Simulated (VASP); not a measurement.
```
CELL_PARAMETERS angstrom
      0.00000     2.86200     2.86200
      2.86200     0.00000     2.86200
      2.86200     2.86200     0.00000
ATOMIC_POSITIONS crystal
  Ru 0.00000 0.00000 0.00000
  As 0.50000 0.50000 0.50000
```

Level of theory: r2SCAN meta-GGA, VASP's PBE PAW potentials (set 64) (plane waves; VASP 6.6.1). Run with 400 eV cut-off, 10×10×10 Γ-centred mesh, first-order Methfessel-Paxton smearing of 0.10 eV, potentials Ru_pv As.

Energy and stress use the plane-wave basis of the starting cell.

The ions, cell shape and volume are relaxed. Which structure does the run end with?

```
CELL_PARAMETERS angstrom
      0.00000     2.52204     2.52204
      2.52204     0.00000     2.52204
      2.52204     2.52204     0.00000
ATOMIC_POSITIONS crystal
  Ru 0.00000 0.00000 0.00000
  As 0.50000 0.50000 0.50000
```
Space group Fm-3m (225), at a tolerance of 0.03 Å.

How do energy and volume change from the first to the last step?

The energy (σ→0) changes by -894.8 meV/atom and the volume by -31.6 %, in 7 ionic steps.

```
step  E(σ→0) (eV)  max force (eV/Å)  pressure (GPa)  volume (Å³)
----  -----------  ----------------  --------------  -----------
1        -37.7356             0.000          -26.71        46.89
2        -38.1709             0.000           78.04        25.05
3        -39.5200             0.000           -2.91        32.65
4        -39.5246             0.000           -0.96        32.26
5        -39.5251             0.000            0.43        32.01
6        -39.5250             0.000           -0.58        32.19
7        -39.5252             0.000            0.01        32.08
```

The structure was generated: RuAs was put into the rock salt type (Fm-3m), which need not be its known phase. This run relaxes it. Symmetry was kept, so distortions that lower it aren't found. The electron count is odd and the run is not spin-polarised, which forces a metal.
